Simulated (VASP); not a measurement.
Runs of VASP 6.6.1 on Al15VN16 (a cell with a defect). The cell holds a defect, 32 atoms: a = 6.220 Å, b = 6.220 Å, c = 9.960 Å, α = 90.00°, β = 90.00°, γ = 120.00°. 

```csv
task,level,spin,U,fixed moment (μB),cell,k mesh,mesh quality,gap on the mesh (eV),moment (μB),largest force (eV/Å)
single point,PBEsol+U,"collinear, zero start",V d U = 3 eV,0,"P3m1, 10.43 Å³/atom",3 × 3 × 2,coarse,-,0.00,1.57
single point,PBEsol+U,"collinear, ferromagnetic start",V d U = 3 eV,-,"P3m1, 10.43 Å³/atom",3 × 3 × 2,not flagged,1.81,2.00,2.06
single point,PBEsol+U,"collinear, ferromagnetic start",V d U = 3 eV,2,"P3m1, 10.43 Å³/atom",3 × 3 × 2,coarse,-,2.00,2.06
single point,PBEsol,"collinear, ferromagnetic start",-,2,"P1, 10.43 Å³/atom",3 × 3 × 2,coarse,-,2.00,0.46
single point,PBEsol+U,"collinear, ferromagnetic start",V d U = 3 eV,2,"P1, 10.43 Å³/atom",4 × 4 × 2,not flagged,-,2.00,0.02
single point,PBEsol+U,"collinear, zero start",V d U = 3 eV,0,"P1, 10.43 Å³/atom",3 × 3 × 2,coarse,-,0.00,(a)
single point,PBEsol+U,"collinear, ferromagnetic start",V d U = 3 eV,-,"P1, 10.43 Å³/atom",3 × 3 × 2,not flagged,(b),2.01,0.02
single point,PBEsol+U,"collinear, ferromagnetic start",V d U = 5 eV,2,"P1, 10.43 Å³/atom",3 × 3 × 2,coarse,-,2.00,0.31
relaxation of the atoms,PBEsol+U,"collinear, ferromagnetic start",V d U = 3 eV,2,"atoms relaxed from: atoms moved at random, drawn with an rms of 0.05 Å",3 × 3 × 2,coarse,-,2.00,0.02
single point,PBEsol+U,off,V d U = 3 eV,-,"P3m1, 10.43 Å³/atom",3 × 3 × 2,coarse,none,-,1.57
```

Alike in all rows: potentials or basis VASP PAW PBE potentials, release 64 (V_sv, Al, N); cutoff (eV) 450; smearing gaussian 0.03 eV.

Question: Estimate the missing entries.

Answer: (a) 0.09; (b) 2.09.

Caveats: some runs use coarse meshes; the cutoff is under 1.25 times the usual one of these potentials, so pressure, stress and relaxed cells hold a basis-set (Pulay) error; the PAW data sets were made with another functional, which shifts forces and pressure a little; the total moment is fixed, so each spin has its own Fermi level (some runs); U without spin polarisation on a metal has little footing (some runs).

A k mesh can miss the band edges.

A gap of «none» marks a metal or a gap under the smearing width.
